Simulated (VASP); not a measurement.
OSZICAR of a VASP run on LiF:

### OSZICAR
```
...
DAV:  27    -0.699345596030E+02    0.52293E-01   -0.39883E-02   750   0.184E+00    0.164E-01
DAV:  28    -0.703681499019E+02   -0.43359E+00   -0.14955E-01   775   0.346E+00    0.172E-01
DAV:  29    -0.703774586113E+02   -0.93087E-02   -0.68764E-04  1104   0.172E-01    0.183E-01
DAV:  30    -0.704097401681E+02   -0.32282E-01   -0.77110E-04   828   0.245E-01    0.182E-01
DAV:  31    -0.704072387617E+02    0.25014E-02   -0.87700E-06   699   0.244E-02    0.182E-01
DAV:  32    -0.703927292624E+02    0.14509E-01   -0.55445E-05   735   0.641E-02    0.184E-01
DAV:  33    -0.707727121893E+02   -0.37998E+00   -0.40350E-02   740   0.163E+00    0.138E-01
DAV:  34    -0.710134560720E+02   -0.24074E+00   -0.28951E-02   768   0.136E+00    0.111E-01
DAV:  35    -0.710306179264E+02   -0.17162E-01   -0.25003E-03   842   0.431E-01    0.109E-01
DAV:  36    -0.710267498169E+02    0.38681E-02   -0.27536E-04  1016   0.126E-01    0.996E-02
DAV:  37    -0.710267525291E+02   -0.27122E-05   -0.92780E-06   721   0.208E-02
   1 F= -.71026753E+02 E0= -.71026753E+02  d E =-.710268E+02
       N       E                     dE             d eps       ncg     rms          rms(c)
DAV:   1    -0.710728915821E+02   -0.46142E-01   -0.72933E+00   740   0.188E+01    0.234E-01
DAV:   2    -0.710692057907E+02    0.36858E-02   -0.89330E-02   859   0.185E+00    0.126E-01
DAV:   3    -0.710428437399E+02    0.26362E-01   -0.10390E-02   900   0.817E-01    0.969E-02
DAV:   4    -0.710970291266E+02   -0.54185E-01   -0.73498E-03   785   0.815E-01    0.379E-02
DAV:   5    -0.710620797331E+02    0.34949E-01   -0.12306E-02   810   0.927E-01    0.197E-02
DAV:   6    -0.710688630344E+02   -0.67833E-02   -0.87684E-04   904   0.234E-01    0.168E-02
DAV:   7    -0.710640117862E+02    0.48512E-02   -0.11406E-03   830   0.295E-01    0.141E-02
DAV:   8    -0.710666490582E+02   -0.26373E-02   -0.17611E-03   830   0.398E-01    0.132E-02
DAV:   9    -0.710669030592E+02   -0.25400E-03   -0.34521E-04   854   0.156E-01    0.115E-02
DAV:  10    -0.710672269091E+02   -0.32385E-03   -0.10408E-03   805   0.292E-01    0.116E-02
DAV:  11    -0.710672013128E+02    0.25596E-04   -0.12855E-04   857   0.972E-02    0.101E-02
DAV:  12    -0.710671506526E+02    0.50660E-04   -0.18311E-04   780   0.121E-01    0.823E-03
DAV:  13    -0.710669281091E+02    0.22254E-03   -0.75072E-04   775   0.255E-01    0.460E-03
DAV:  14    -0.710649008460E+02    0.20273E-02   -0.16028E-04   780   0.104E-01    0.547E-03
DAV:  15    -0.710650514334E+02   -0.15059E-03   -0.51445E-05   825   0.635E-02    0.506E-03
DAV:  16    -0.710640491867E+02    0.10022E-02   -0.13046E-04   750   0.103E-01    0.443E-03
DAV:  17    -0.710640280521E+02    0.21135E-04   -0.10786E-06   680   0.751E-03    0.463E-03
DAV:  18    -0.710640082724E+02    0.19780E-04   -0.29572E-07   633   0.408E-03    0.459E-03
DAV:  19    -0.710640063047E+02    0.19677E-05   -0.27847E-06   540   0.160E-02
   2 F= -.71064006E+02 E0= -.71064006E+02  d E =-.372538E-01
       N       E                     dE             d eps       ncg     rms          rms(c)
DAV:   1    -0.710642751357E+02   -0.26686E-03   -0.11626E-02   760   0.737E-01    0.992E-03
DAV:   2    -0.710651892813E+02   -0.91415E-03   -0.27401E-04   760   0.146E-01    0.590E-03
DAV:   3    -0.710642257008E+02    0.96358E-03   -0.31485E-04   750   0.153E-01    0.642E-03
DAV:   4    -0.710640876786E+02    0.13802E-03   -0.14230E-05   606   0.378E-02    0.544E-03
DAV:   5    -0.710654628254E+02   -0.13751E-02   -0.24112E-04   760   0.140E-01    0.499E-03
DAV:   6    -0.710658921645E+02   -0.42934E-03   -0.21549E-04   765   0.128E-01    0.353E-03
DAV:   7    -0.710663954669E+02   -0.50330E-03   -0.11975E-04   685   0.991E-02    0.427E-03
DAV:   8    -0.710664905911E+02   -0.95124E-04   -0.48652E-06   593   0.217E-02    0.413E-03
DAV:   9    -0.710664384213E+02    0.52170E-04   -0.59859E-06   540   0.259E-02    0.399E-03
DAV:  10    -0.710671580396E+02   -0.71962E-03   -0.36098E-04   755   0.165E-01    0.637E-03
DAV:  11    -0.710673334965E+02   -0.17546E-03   -0.10385E-04   680   0.902E-02    0.760E-03
DAV:  12    -0.710673717047E+02   -0.38208E-04   -0.14317E-05   563   0.365E-02    0.756E-03
DAV:  13    -0.710672040021E+02    0.16770E-03   -0.32164E-05   616   0.574E-02    0.712E-03
DAV:  14    -0.710673431940E+02   -0.13919E-03   -0.32554E-05   624   0.476E-02    0.816E-03
DAV:  15    -0.710673061032E+02    0.37091E-04   -0.45020E-05   640   0.583E-02    0.661E-03
DAV:  16    -0.710669713709E+02    0.33473E-03   -0.37459E-04   740   0.169E-01    0.329E-03
DAV:  17    -0.710673688919E+02   -0.39752E-03   -0.51417E-05   680   0.625E-02    0.310E-03
DAV:  18    -0.710673943215E+02   -0.25430E-04   -0.90491E-07   610   0.897E-03    0.323E-03
DAV:  19    -0.710673598319E+02    0.34490E-04   -0.44406E-05   670   0.605E-02    0.345E-03
DAV:  20    -0.710675218055E+02   -0.16197E-03   -0.81062E-05   670   0.758E-02    0.311E-03
DAV:  21    -0.710674750301E+02    0.46775E-04   -0.11659E-05   526   0.292E-02    0.214E-03
DAV:  22    -0.710674656401E+02    0.93900E-05   -0.54253E-05   670   0.688E-02
   3 F= -.71067466E+02 E0= -.71067466E+02  d E =-.407131E-01
       N       E                     dE             d eps       ncg     rms          rms(c)
DAV:   1    -0.710680421317E+02   -0.56710E-03   -0.94591E-02   740   0.239E+00    0.233E-02
DAV:   2    -0.710680944739E+02   -0.52342E-04   -0.12652E-03   828   0.233E-01    0.138E-02
DAV:   3    -0.710681853748E+02   -0.90901E-04   -0.13465E-04   888   0.909E-02    0.978E-03
DAV:   4    -0.710682618162E+02   -0.76441E-04   -0.35244E-05   638   0.515E-02    0.404E-03
DAV:   5    -0.710682015009E+02    0.60315E-04   -0.36599E-05   680   0.578E-02    0.140E-03
DAV:   6    -0.710682976489E+02   -0.96148E-04   -0.19262E-05   541   0.413E-02    0.153E-03
DAV:   7    -0.710682413733E+02    0.56276E-04   -0.52350E-06   530   0.224E-02    0.863E-04
DAV:   8    -0.710682267655E+02    0.14608E-04   -0.28971E-06   540   0.173E-02    0.483E-04
DAV:   9    -0.710682116498E+02    0.15116E-04   -0.22982E-06   515   0.148E-02    0.316E-04
DAV:  10    -0.710682192116E+02   -0.75618E-05   -0.34091E-06   510   0.199E-02
   4 F= -.71068219E+02 E0= -.71068219E+02  d E =-.753571E-03
       N       E                     dE             d eps       ncg     rms          rms(c)
DAV:   1    -0.710684182789E+02   -0.20663E-03   -0.85105E-01   740   0.717E+00    0.698E-02
DAV:   2    -0.710681682929E+02    0.24999E-03   -0.11426E-02   862   0.722E-01    0.421E-02
DAV:   3    -0.710689250563E+02   -0.75676E-03   -0.11595E-03   962   0.286E-01    0.298E-02
DAV:   4    -0.710687309642E+02    0.19409E-03   -0.27085E-04   870   0.135E-01    0.113E-02
DAV:   5    -0.710690054903E+02   -0.27453E-03   -0.31413E-04   790   0.174E-01    0.435E-03
DAV:   6    -0.710690267648E+02   -0.21274E-04   -0.12143E-04   800   0.100E-01    0.465E-03
DAV:   7    -0.710691082180E+02   -0.81453E-04   -0.13865E-05   614   0.358E-02    0.230E-03
DAV:   8    -0.710690364635E+02    0.71754E-04   -0.13376E-05   600   0.366E-02    0.128E-03
DAV:   9    -0.710691184619E+02   -0.81998E-04   -0.80750E-06   563   0.306E-02    0.906E-04
DAV:  10    -0.710690328669E+02    0.85595E-04   -0.10349E-05   538   0.328E-02    0.131E-03
DAV:  11    -0.710691142582E+02   -0.81391E-04   -0.67490E-06   530   0.280E-02    0.923E-04
DAV:  12    -0.710691057803E+02    0.84778E-05   -0.13208E-06   550   0.113E-02
   5 F= -.71069106E+02 E0= -.71069106E+02  d E =-.164014E-02
       N       E                     dE             d eps       ncg     rms          rms(c)
DAV:   1    -0.710694991689E+02   -0.38491E-03   -0.12593E-01   740   0.274E+00    0.279E-02
DAV:   2    -0.710685151015E+02    0.98407E-03   -0.16127E-03   750   0.306E-01    0.142E-02
DAV:   3    -0.710694474228E+02   -0.93232E-03   -0.47643E-04   745   0.179E-01    0.101E-02
DAV:   4    -0.710693630050E+02    0.84418E-04   -0.10256E-04   750   0.852E-02    0.467E-03
DAV:   5    -0.710695700057E+02   -0.20700E-03   -0.88864E-05   775   0.824E-02    0.302E-03
DAV:   6    -0.710695401887E+02    0.29817E-04   -0.10917E-05   539   0.287E-02    0.209E-03
DAV:   7    -0.710695421108E+02   -0.19221E-05   -0.33102E-06   510   0.172E-02
   6 F= -.71069542E+02 E0= -.71069542E+02  d E =-.436330E-03
       N       E                     dE             d eps       ncg     rms          rms(c)
DAV:   1    -0.710692429319E+02    0.29726E-03   -0.11355E+00   740   0.824E+00    0.868E-02
DAV:   2    -0.710670401873E+02    0.22027E-02   -0.12980E-02   765   0.842E-01    0.435E-02
DAV:   3    -0.710695336162E+02   -0.24934E-02   -0.29469E-03   766   0.418E-01    0.314E-02
DAV:   4    -0.710691743206E+02    0.35930E-03   -0.66520E-04   794   0.209E-01    0.148E-02
DAV:   5    -0.710694385720E+02   -0.26425E-03   -0.47433E-04   840   0.181E-01    0.824E-03
DAV:   6    -0.710695225436E+02   -0.83972E-04   -0.69473E-05   904   0.617E-02    0.635E-03
DAV:   7    -0.710696375617E+02   -0.11502E-03   -0.17242E-05   616   0.439E-02    0.314E-03
DAV:   8    -0.710696407094E+02   -0.31477E-05   -0.97860E-06   570   0.415E-02
   7 F= -.71069641E+02 E0= -.71069641E+02  d E =-.534929E-03
       N       E                     dE             d eps       ncg     rms          rms(c)
DAV:   1    -0.710697429614E+02   -0.10540E-03   -0.25085E-01   740   0.387E+00    0.417E-02
DAV:   2    -0.710695301548E+02    0.21281E-03   -0.26739E-03   818   0.374E-01    0.205E-02
DAV:   3    -0.710697546164E+02   -0.22446E-03   -0.47786E-04   868   0.180E-01    0.154E-02
DAV:   4    -0.710698127982E+02   -0.58182E-04   -0.17600E-04   780   0.118E-01    0.759E-03
DAV:   5    -0.710697801289E+02    0.32669E-04   -0.12708E-04   770   0.931E-02    0.364E-03
DAV:   6    -0.710697842202E+02   -0.40913E-05   -0.16838E-05   564   0.339E-02
   8 F= -.71069784E+02 E0= -.71069784E+02  d E =-.678440E-03
```

Q: Which electronic solver shows in the log?

A: It is blocked Davidson (ALGO = Normal, or the opening steps of other solvers). The INCAR had ALGO = Normal.

Q: Can the final energy be trusted as converged?

A: The run converged. It stopped with EDIFF = 1E-5, NELM = 100, NSW = 50 and EDIFFG = -0.03 after 8 ionic steps (r2SCAN meta-GGA, plane waves, VASP's PBE PAW potentials (set 64)).

The cell is a thin slab with vacuum, built from LiF (rock salt): (100) face.
